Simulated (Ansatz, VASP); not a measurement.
## Fe in two plane-wave programs

Aim: how closely do two programs agree when they are given the same cell, functional and k mesh? The cell is a member of a volume series, scaled by 1.015 from a relaxed one, so a pressure remains. Other levels of theory on this material are compared in a session of their own.

Program: Ansatz 0.2.0. Level of theory: plane waves, with VASP 6.6.1 beside it; single point at r2SCAN. Results are calculated unless marked as measured.

**1. The structure**

Symmetry: Im-3m, No. 229, cubic system. The conventional cell has a = 2.880 Å, b = 2.880 Å, c = 2.880 Å, α = 90.00°, β = 90.00°, γ = 90.00°. Nearest to Fe lie 8 Fe at 2.49 Å.

**2. Ansatz: single point, r2SCAN, volume scaled by 1.015**

Ansatz runs on its default PAW (the set named soft_2) files.

A single point gives forces, pressure and levels at one fixed geometry, so differences don't come from the geometry; what else differs is listed under the comparison.

The input, input.yaml:

```yaml
crystal:
  lattice:
    - [-1.44001788, 1.44001788, 1.44001788]
    - [1.44001788, -1.44001788, 1.44001788]
    - [1.44001788, 1.44001788, -1.44001788]
  atoms:
    - { symbol: Fe, position: [0.0, 0.0, 0.0], spin: 3.0 }
hamiltonian:
  xc: r2scan
  pseudopotentials: { kind: paw }
magnetization:
  spin_polarized: true
kpoints:
  mp_grid: { grid: [22, 22, 22] }
scf:
  occupations: { method: methfessel_paxton, width: 0.15 }
  n_extra_bands: 7
output:
  forces: true
  stress: true
  eigenvalues: true
```

Run with:

```sh
ansatz run input.yaml --threads 2 --pin off --max-ram 4608MiB --backend cpu --events-out ev --progress --plain --runs-dir out
```

Numbers of over 12 decimals in the logs are rounded to 6 here.

The log of the run:

```text
scf.n_extra_bands = 7 over 8 filled bands (N_el = 16.0): the run solves 15 bands
Engine: ansatz 0.2.0, aarch64-unknown-linux-gnu
Pseudopotentials: kind: paw
Pseudopotential: Fe, paw, valence charge 16, recommended cutoff 500 eV (meta_gga), Fe.paw.azcp
Functional definition: r2SCAN
  parameter k0 = 0.174
  parameter k1 = 0.065
  parameter a1 = 4.9479
  exchange = r2scan_x(k0 = k0, k1 = k1, a1 = a1)
  correlation = r2scan_c
Crystal: 1 atoms, lattice volume = 11.944 Å³
Basis set: ecut = 500 eV, 321 PW (Γ), exchange–correlation on 80×80×80 points (64 copies of the dense FFT grid, shifted against one another)
Bands: 15, of which v1, the nominal top of the filled ones, is band 8 counted from 1 (7 counted from 0)
Symmetry: 48 space group operations
Space group: Im-3m (ITA 229), of the structure as read, at distance tolerance 2.3e-5 Å
Magnetic group: BNS 229.140 (UNI 1642), of the structure as read, at distance tolerance 2.3e-5 Å
k-points: 328 of 10648
Non-local potential: Fe, projectors of the file, l = 0: 3, l = 1: 2, l = 2: 3, l = 3: 1
PAW form: soft (Blöchl's): semilocal exchange-correlation on the pseudo side does not see the compensation charge
PAW frozen core: Fe, regenerated for the run's functional (the file was generated under x = pbe(κ = 0.804, μ = 0.219515), c = pbe(β = 0.066725))
PAW one-centre angular grid: Fe, 590 points (default); XC on 160 Gauss nodes
Initial density: superposition of atomic densities (chi_scale 0.1, normalization cell)
Starting moments: Σ|m| = 3 μB on 1 of 1 site
Initial wavefunctions: pseudopotential atomic-orbital guess
Functional: x = r2scan, c = r2scan; τ floored in thin density (d = 2e-4 eV/Å³)
SCF iter   1: F=—  HF=-4485.618217 eV  |F-HF|=—  |Δ(HF+E_count)|=         —  Δρ=8.46e-2 (↑2.95e-2 ↓8.46e-2)  dr2=1.00e0  dr2_τ=4.88e-3  dr2_m=1.05e-1  M=2.772 μB ∫|m|=2.868 μB  β_m=1.00  ethr=3.10e-3  ⟨swp⟩=4.7  Hψ=45958  notcnv=0
Mixer restart at iter 1: flushing history
preconditioner: auto → none  [metal: Δε(μ)=0.006 eV  Ē_g=17.413 eV  σ=0.150 eV  W_gap=0.02  n_scr=0 (ndim 8)  ℏωp=30.4 eV  f_vac=0.000  D(μ)=0.72/eV (n_scr^D=12)]
SCF iter   2: F=—  HF=-4485.421548 eV  |F-HF|=—  |Δ(HF+E_count)|=   1.97e-1  Δρ=2.96e-2 (↑2.96e-2 ↓1.46e-2)  dr2=2.07e-2  dr2_τ=3.04e-3  dr2_m=4.58e-2  M=2.741 μB ∫|m|=2.981 μB  β_m=1.00  ethr=3.10e-3  ⟨swp⟩=3.0  Hψ=22690  notcnv=0  defer=1197  κ⁻¹=1.0e0(r=1)
SCF iter   3: F=—  HF=-4485.586748 eV  |F-HF|=—  |Δ(HF+E_count)|=         —  Δρ=1.06e-2 (↑1.06e-2 ↓6.33e-3)  dr2=6.47e-3  dr2_τ=2.99e-4  dr2_m=3.31e-3  M=2.730 μB ∫|m|=3.014 μB  β_m=1.00  ethr=1.29e-4  ⟨swp⟩=2.1  Hψ=18285  notcnv=0  defer=1197
Mixer restart at iter 3: flushing history
SCF iter   4: F=—  HF=-4485.709949 eV  |F-HF|=—  |Δ(HF+E_count)|=   1.23e-1  Δρ=5.50e-3 (↑5.09e-3 ↓5.50e-3)  dr2=4.38e-3  dr2_τ=2.07e-4  dr2_m=7.52e-5  M=2.713 μB ∫|m|=3.019 μB  β_m=1.00  ethr=4.04e-5  ⟨swp⟩=2.0  Hψ=17253  notcnv=0  defer=1192  κ⁻¹=1.0e0(r=1)
SCF iter   5: F=—  HF=-4485.804976 eV  |F-HF|=—  |Δ(HF+E_count)|=   9.50e-2  Δρ=4.45e-3 (↑3.43e-3 ↓4.45e-3)  dr2=2.87e-3  dr2_τ=1.16e-4  dr2_m=9.49e-5  M=2.699 μB ∫|m|=3.016 μB  β_m=1.00  ethr=2.74e-5  ⟨swp⟩=2.0  Hψ=17736  notcnv=0  defer=1190  κ⁻¹=5.6e-2(r=2)
SCF iter   6: F=—  HF=-4485.892995 eV  |F-HF|=—  |Δ(HF+E_count)|=   8.80e-2  Δρ=1.68e-3 (↑1.62e-3 ↓1.68e-3)  dr2=9.13e-4  dr2_τ=9.78e-6  dr2_m=6.56e-7  M=2.675 μB ∫|m|=3.007 μB  β_m=1.00  ethr=1.79e-5  ⟨swp⟩=2.0  Hψ=18757  notcnv=0  defer=1187  κ⁻¹=5.9e-3(r=3)
SCF iter   7: F=—  HF=-4485.895438 eV  |F-HF|=—  |Δ(HF+E_count)|=   2.44e-3  Δρ=4.22e-4 (↑3.82e-4 ↓4.22e-4)  dr2=2.08e-5  dr2_τ=2.04e-6  dr2_m=7.15e-6  M=2.669 μB ∫|m|=3.002 μB  β_m=1.00  ethr=5.71e-6  ⟨swp⟩=2.3  Hψ=14545  notcnv=0  defer=1184  κ⁻¹=1.6e-3(r=4)
SCF iter   8: F=—  HF=-4485.891696 eV  |F-HF|=—  |Δ(HF+E_count)|=         —  Δρ=3.65e-4 (↑3.65e-4 ↓1.52e-4)  dr2=5.91e-6  dr2_τ=7.89e-8  dr2_m=6.86e-6  M=2.669 μB ∫|m|=3.005 μB  β_m=1.20  ethr=1.30e-7  ⟨swp⟩=2.0  Hψ=15345  notcnv=0  defer=1184
Mixer restart at iter 8: flushing history
iteration 8: the input's own smearing fills from here on; a Gaussian of 0.15 eV has filled iterations ahead of it
SCF iter   9: F=—  HF=-4485.891714 eV  |F-HF|=—  |Δ(HF+E_count)|=   1.79e-5  S|Δr|=    0.00e0  Δρ=7.14e-5 (↑7.14e-5 ↓6.60e-5)  dr2=4.92e-7  dr2_τ=3.66e-8  dr2_m=2.76e-8  M=2.669 μB ∫|m|=3.005 μB  β_m=1.20  ethr=3.69e-8  ⟨swp⟩=2.0  Hψ=13833  notcnv=0  defer=1184  κ⁻¹=1.0e0(r=1)
SCF iter  10: F=—  HF=-4485.891715 eV  |F-HF|=—  |Δ(HF+E_count)|=   8.51e-7  S|Δr|=    0.00e0  Δρ=4.92e-5 (↑4.92e-5 ↓4.52e-5)  dr2=2.41e-7  dr2_τ=1.14e-8  dr2_m=1.65e-9  M=2.669 μB ∫|m|=3.005 μB  β_m=1.20  ethr=6.25e-10  ⟨swp⟩=8.6  Hψ=45987  notcnv=0  κ⁻¹=6.3e-3(r=2)
SCF iter  11: F=—  HF=-4485.891716 eV  |F-HF|=—  |Δ(HF+E_count)|=   8.55e-7  S|Δr|=    0.00e0  Δρ=2.39e-5 (↑2.39e-5 ↓1.82e-5)  dr2=4.46e-8  dr2_τ=1.95e-9  dr2_m=4.97e-9  M=2.669 μB ∫|m|=3.005 μB  β_m=1.20  ethr=6.25e-10  ⟨swp⟩=3.4  Hψ=38488  notcnv=0  κ⁻¹=2.3e-3(r=3)
SCF iter  12: F=-4485.891716 eV  HF=-4485.891716 eV  |F-HF|=2.96e-8  |Δ(HF+E_count)|=   2.62e-7  S|Δr|=    0.00e0  Δρ=3.07e-6 (↑3.07e-6 ↓2.82e-6)  dr2=7.42e-10  dr2_τ=6.54e-11  dr2_m=1.84e-10  M=2.669 μB ∫|m|=3.005 μB  ethr=2.78e-10  ⟨swp⟩=4.5  Hψ=33086  notcnv=0
SCF 1 converged in 12 iterations: F = -4485.891716 eV  dr2 = 7.42e-10
  greatest PAW one-centre occupation: 1.005 electrons in one spin orbital (limit 2), on the Fe atom at site 0 (counted from 0), in its partial waves of l = 1
this state was not tested for a lower state beside it, because cold or Methfessel-Paxton smearing, or corrected tetrahedra, fill the levels in a way that the test cannot read (fill_not_monotonic; see scf.lower_state_search)
SCF converged after 12 iterations
Magnetization: 2.6690 μB (9.3345 up, 6.6655 down)
Absolute magnetization: 3.0056 μB (∫|ρ↑−ρ↓|, with the PAW one-centre terms)
Spin contamination: 0.1278 ħ² per cell (⟨S²⟩ above its minimum at these occupations)
Per-site moments (μB) at R_I (Å): [(2.828741, 1.028851)]
Free energy (F): -4485.891716 eV
Harris-Foulkes:  -4485.891716 eV  (|F-HF|=2.96e-8)
Internal energy: -4485.891943 eV  (E = F + TS)
E sigma→0 (E₀):  -4485.891773 eV
Entropy (-TS):   0.000226 eV (0.226 meV/atom)
Fermi energy:    17.441863 eV
--- Per-component energies (eV) ---
  E_band       = -249.816238
  E_kinetic    = 348.097180
  E_local      = -2128.116030  (includes V_loc(G=0)·N_el)
  E_nonlocal   = 223.488933
  E_hartree    = 892.049726
  E_xc         = -112.709806
  E_vxc        = -167.302430  (∫ρ·V_xc dr)
  E_paw        = -1379.389582  (= ΣΔE_a)
  E_vpaw       = -322.121636  (= ΣTr[D̂ρ^β])
  E_aug_tail   = 0.000258  (compensation charges beyond the density's cutoff)
  E_vtau       = 12.038057  (kinetic-family band-sum trace: ∫τ·v_τ [+ j·A + Jᵃ·Aᵃ] dr)
  E_ewald      = -2329.023147
  E_core_change = -0.289475  (= ΣΔE_core)
  E_smearing   = 0.000226  (= −TS)
  E_closure    = -0.000000  (closes the sum)
  Σ components = -4485.891716   (vs F -4485.891716, Δ=0.00e0)
--- Forces (eV/Å), atoms counted from 1 ---
  atom   1  Fe    -0.00000000     0.00000000    -0.00000000
  max |Σ_I F_I| component: 2.88e-32 eV/Å
--- Stress (GPa, compression-positive) ---
       -2.348023      -0.000000       0.000000
       -0.000000      -2.348023      -0.000000
        0.000000      -0.000000      -2.348023
  P = ⅓ Tr σ = -2.3480 GPa (-23.480 kbar)
--- Band table (eV; the first three rows and the last of 656) ---
  k-point 0 ↑: bands = [... 4 lower, 8.9188, 14.3631, 14.3631, 14.3631, 15.5377, 15.5377, 42.2001, 42.2001, ... 3 higher]
  k-point 1 ↑: bands = [... 4 lower, 9.0043, 14.3421, 14.3629, 14.4062, 15.5163, 15.5392, 41.6256, 42.0882, ... 3 higher]
  k-point 2 ↑: bands = [... 4 lower, 9.2574, 14.2811, 14.3591, 14.5334, 15.4613, 15.5442, 40.1900, 41.6884, ... 3 higher]
  k-point 327 ↓: bands = [... 4 lower, 14.8232, 14.8232, 20.5546, 20.5546, 20.5546, 27.4819, 27.4820, 27.4820, ... 3 higher]
```

Run time: 9.3 s. Hardware: 2 threads of Arm Neoverse V2, shared host; peak memory 0.44 GiB.

The run ends at a pressure of -2.35 GPa.

**3. VASP: single point, r2SCAN, volume scaled by 1.015**

The same cell, functional, mesh and smearing now go to VASP, with its own data sets and cutoff.

Lines of VASP's logs that name or quote its potential files are left out, and so is its time.

The input asks for a relaxation, which ended at its first step since no free force or stress exceeded the threshold; so it serves as a single point.

The input, INCAR:

```
SYSTEM = Fe
PREC = Accurate
ENCUT = 450
EDIFF = 1E-06
NELM = 100
ISMEAR = 1
SIGMA = 0.15
LREAL = .FALSE.
ALGO = Normal
METAGGA = R2SCAN
LASPH = .TRUE.
NBANDS = 10
ISPIN = 2
MAGMOM = 3
LMAXMIX = 4
LORBIT = 11
LWAVE = .FALSE.
LCHARG = .FALSE.
KPAR = 4
IBRION = 2
NSW = 30
ISIF = 4
EDIFFG = -0.01
```

The input, POSCAR:

```
Fe
1.0
   -1.4400178806      1.4400178806      1.4400178806
    1.4400178806     -1.4400178806      1.4400178806
    1.4400178806      1.4400178806     -1.4400178806
Fe
1
Direct
    0.0000000000      0.0000000000      0.0000000000
```

The input, KPOINTS:

```
Automatic mesh
0
Gamma
22 22 22
0 0 0
```

Potentials, in the order of the species: Fe (PBE family, release 64).

Run with:

```sh
mpirun -np 4 vasp_std
```

The log of the run:

```text
[banner, memory and clock lines left out]
running    4 mpi-ranks, on    1 nodes
 distrk:  each k-point on    1 cores,    4 groups
 distr:  one band on    1 cores,    1 groups

 POSCAR found type information on POSCAR Fe
 POSCAR found :  1 types and       1 ions
|                                                                             |
|               ----> ADVICE to this user running VASP <----                  |
|                                                                             |
|     You enforced a specific xc type in the INCAR file but a different       |
|     [... a line on the potential file left out ...]
|     I HOPE YOU KNOW WHAT YOU ARE DOING!                                     |
|                                                                             |

 LDA part: xc-table for (None), standard interpolation
 POSCAR, INCAR and KPOINTS ok, starting setup
 FFT: planning ... GRIDC
 FFT: planning ... GRID_SOFT
 FFT: planning ... GRID
 WAVECAR not read
 entering main loop
       N       E                     dE             d eps       ncg     rms          rms(c)
DAV:   1     0.116898290885E+02    0.11690E+02   -0.38346E+03 13940   0.896E+02
DAV:   2    -0.149611665337E+02   -0.26651E+02   -0.24358E+02 13248   0.130E+02
DAV:   3    -0.154538850725E+02   -0.49272E+00   -0.49074E+00 14742   0.235E+01
DAV:   4    -0.154563705904E+02   -0.24855E-02   -0.24852E-02 14160   0.152E+00
DAV:   5    -0.154563949556E+02   -0.24365E-04   -0.24366E-04 14324   0.147E-01    0.112E+01
DAV:   6    -0.143672727016E+02    0.10891E+01   -0.15538E+01 14508   0.594E+01    0.676E+00
DAV:   7    -0.143434090351E+02    0.23864E-01   -0.12615E+00 14780   0.146E+01    0.452E+00
DAV:   8    -0.143623162860E+02   -0.18907E-01   -0.56052E-02 16698   0.189E+00    0.241E+00
DAV:   9    -0.143501997306E+02    0.12117E-01   -0.75099E-02 14466   0.245E+00    0.665E-01
DAV:  10    -0.143562557795E+02   -0.60560E-02   -0.38510E-02 14604   0.190E+00    0.250E-01
DAV:  11    -0.143573058657E+02   -0.10501E-02   -0.10904E-03 14110   0.400E-01    0.723E-02
DAV:  12    -0.143573224138E+02   -0.16548E-04   -0.25012E-05 16126   0.505E-02    0.491E-02
DAV:  13    -0.143573413034E+02   -0.18890E-04   -0.93935E-05 15020   0.862E-02    0.145E-02
DAV:  14    -0.143573392284E+02    0.20750E-05   -0.32016E-06 10976   0.202E-02    0.391E-03
DAV:  15    -0.143573386404E+02    0.58797E-06   -0.32427E-07  6690   0.835E-03
   1 F= -.14357339E+02 E0= -.14357426E+02  d E =-.143573E+02  mag=     2.6676
 curvature:   0.00 expect dE= 0.000E+00 dE for cont linesearch  0.000E+00
 trial: gam= 0.00000 g(F)=  0.806E-62 g(S)=  0.109E-33 ort = 0.000E+00 (trialstep = 0.100E+01)
 search vector abs. value=  0.100E-09
 reached required accuracy - stopping structural energy minimisation
```

From OUTCAR (step 3):

```text
ion  position               nearest neighbor table
   1  0.000  0.000  0.000-

  LATTYP: Found a body centered cubic cell.
 ALAT       =     2.8800357612

 Subroutine GETGRP returns: Found 48 space group operations
 (whereof 48 operations were pure point group operations)

The static configuration has the point symmetry O_h .

 Found    328 irreducible k-points:

   k-points           NKPTS =    328   k-points in BZ     NKDIM =    328   number of bands    NBANDS=     10

   dimension x,y,z NGX =    18 NGY =   18 NGZ =   18
   dimension x,y,z NGXF=    36 NGYF=   36 NGZF=   36

   ENCUT  =  450.0 eV  33.07 Ry    5.75 a.u.   4.31  4.31  4.31*2*pi/ulx,y,z

   NELECT =       8.0000    total number of electrons

 k-points in reciprocal lattice and weights: Automatic mesh
   0.00000000  0.00000000  0.00000000       0.000
   0.04545455  0.00000000  0.00000000       0.001
   0.09090909  0.00000000  0.00000000       0.001
   0.13636364  0.00000000  0.00000000       0.001
   0.18181818  0.00000000  0.00000000       0.001
   0.22727273  0.00000000  0.00000000       0.001
   0.27272727  0.00000000  0.00000000       0.001
   0.31818182  0.00000000  0.00000000       0.001
   0.36363636  0.00000000  0.00000000       0.001
[...]
0.50000000  0.50000000  0.45454545       0.001
   0.50000000  0.50000000  0.50000000       0.000

 average (electrostatic) potential at core
       1 -48.7468

 E-fermi :   5.3629

 spin component 1
 k-point     1 :       0.0000    0.0000    0.0000
  band No.  band energies     occupation
    ...
      2       2.2769      1.00000
      3       2.2771      1.00000
      4       2.2771      1.00000
      5       3.4525      1.00000
      6       3.4525      1.00000
      7      30.8284      0.00000
      8      30.8285      0.00000
      9      30.8285      0.00000
     10      35.5731      0.00000

 k-point     2 :       0.0455    0.0000    0.0000
  band No.  band energies     occupation
    ...
      2       2.2563      1.00000
      3       2.2771      1.00000
      4       2.3200      1.00000
      5       3.4315      1.00000
      6       3.4541      1.00000
      7      30.1400      0.00000
      8      30.6847      0.00000
      9      30.7198      0.00000
     10      35.1027      0.00000

 k-point     3 :       0.0909    0.0000    0.0000
  band No.  band energies     occupation
    ...
      2       2.1961      1.00000
      3       2.2738      1.00000
      4       2.4467      1.00000
      5       3.3774      1.00000
      6       3.4590      1.00000
      7      28.5168      0.00000
      8      30.1949      0.00000
      9      30.4426      0.00000
     10      34.1571      0.00000

 k-point     4 :       0.1364    0.0000    0.0000
  band No.  band energies     occupation
    ...
      2       2.1019      1.00000
      3       2.2602      1.00000
      4       2.6504      1.00000
      5       3.3148      1.00000
      6       3.4676      1.00000
      7      26.4817      0.00000
      8      29.3607      0.00000
      9      30.0895      0.00000
     10      32.6079      0.00000

 k-point     5 :       0.1818    0.0000    0.0000
  band No.  band energies     occupation
    ...
      2       1.9827      1.00000
      3       2.2384      1.00000
      4       2.9198      1.00000
      5       3.2741      1.00000
      6       3.4806      1.00000
      7      24.2851      0.00000
      8      28.3510      0.00000
      9      29.7308      0.00000
     10      31.1389      0.00000

 k-point     6 :       0.2273    0.0000    0.0000
  band No.  band energies     occupation
    ...
      2       1.8488      1.00000
      3       2.2472      1.00000
      4       3.2389      1.00000
      5       3.2743      1.00000
      6       3.4984      1.00000
      7      22.0485      0.00000
      8      27.3264      0.00000
      9      29.4039      0.00000
     10      29.7718      0.00000

  Total       -0.2116703     -0.2116703     -0.2116703     -0.0000000      0.0000000     -0.0000000
  in kB      -28.3927134    -28.3927134    -28.3927134     -0.0000000      0.0000000     -0.0000000
  external PRESSURE =     -28.3927134 kB  Pullay stress =       0.0000000 kB

  energy-cutoff  :      450.00
  volume of cell :       11.94
      direct lattice vectors                 reciprocal lattice vectors
    -1.440017881  1.440017881  1.440017881     0.000000000  0.347217911  0.347217911
     1.440017881 -1.440017881  1.440017881     0.347217911  0.000000000  0.347217911
     1.440017881  1.440017881 -1.440017881     0.347217911  0.347217911  0.000000000

 POSITION                                       TOTAL-FORCE (eV/Angst)
 -----------------------------------------------------------------------------------
      0.00000      0.00000      0.00000         0.000000     -0.000000      0.000000
 -----------------------------------------------------------------------------------
    total drift:                                0.000000     -0.000000      0.000000

  FREE ENERGIE OF THE ION-ELECTRON SYSTEM (eV)
  ---------------------------------------------------
  free  energy   TOTEN  =       -14.3573386404 eV

  energy  without entropy=      -14.3576000764  energy(sigma->0) =      -14.35742579

 reached required accuracy - stopping structural energy minimisation

 total charge
# of ion       s       p       d       tot
------------------------------------------
    1        0.473   0.539   6.158   7.170

 magnetization (x)
# of ion       s       p       d       tot
------------------------------------------
    1       -0.012  -0.117   2.871   2.742

[... 6 further parts left out ...]
```

CONTCAR:

```
Fe
   1.00000000000000
    -1.4400178805999999    1.4400178805999999    1.4400178805999999
     1.4400178805999999   -1.4400178805999999    1.4400178805999999
     1.4400178805999999    1.4400178805999999   -1.4400178805999999
  Fe
     1
Direct
     0.0000000000000000    0.0000000000000000    0.0000000000000000
```

**4. Comparison**

Known differences besides the potentials themselves: VASP keeps PBE cores, Ansatz makes them for the functional; the data sets hold 16 valence electrons in Ansatz (default PAW (the set named soft_2) files) and 8 in VASP; the cutoff is 500 eV in Ansatz and 450 eV in VASP; site moments are counted in spheres of each program's own size. Total energies have different zeros and are not compared.

Compared:

```
                                        quantity  Ansatz   VASP  difference
                                  pressure (GPa)   -2.35  -2.84       +0.49
pressure without Ansatz's Pulay correction (GPa)   -2.56  -2.84       +0.28
                               total moment (μB)    2.67   2.67        0.00
                              moment on Fe1 (μB)    2.83   2.74       +0.09
```

Ansatz's pressure holds a Pulay correction of 0.21 GPa; VASP's holds none.

**5. Summary of results**

```yaml
difference_in_total_moment_single_point_r2scan_volume_scaled_by_1p015: 0.0014 μB
```

**Reading.** The difference in total moment is 0.0014 μB (single point, r2SCAN, volume scaled by 1.015). 4 further runs of this series are not shown here. Such differences can come from data sets, numerical settings and the points named under the comparisons, not from the functional's error against experiment.

[Lines on the potential files, build, host, timing and source positions are cut from VASP's logs without a mark.]

[Logs are printed without paths, hosts, clocks, repeated set-up lines and the standing remarks that a program may print on its own settings, such as how far it seeks lower states.]

[Hosts, paths, dates, database ids (printed as entryN), source tags and the programs' standing remarks are cut or masked in the printed files.]
